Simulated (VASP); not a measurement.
```yaml
crystal:
  lattice:
    - [0.00000, 2.07280, 2.07280]
    - [2.07280, 0.00000, 2.07280]
    - [2.07280, 2.07280, 0.00000]
  atoms:
    - { symbol: Mg, position: [0.00000, 0.00000, 0.00000] }
    - { symbol: O, position: [0.50000, 0.50000, 0.50000] }
```

Method: LDA (Ceperley-Alder, Perdew-Zunger), VASP's LDA PAW potentials (set 64) (plane waves; VASP). Settings: 520 eV cut-off, 14×14×14 Γ-centred mesh, Gaussian smearing of 0.010 eV, potentials Mg O.

Q: What does the run give for the energy per atom (σ→0), band gap (on the k-mesh) with the smallest direct gap where there is one?

A: 
* **band gap (on the k-mesh)**: 5.14 eV
* **smallest direct gap (on the k-mesh)**: 5.14 eV
* **energy per atom (σ→0)**: -6.723 eV/atom

The absolute energy has meaning only against runs of the same code, potentials and settings.

The compound is MgO in the rock salt structure. It was relaxed first.
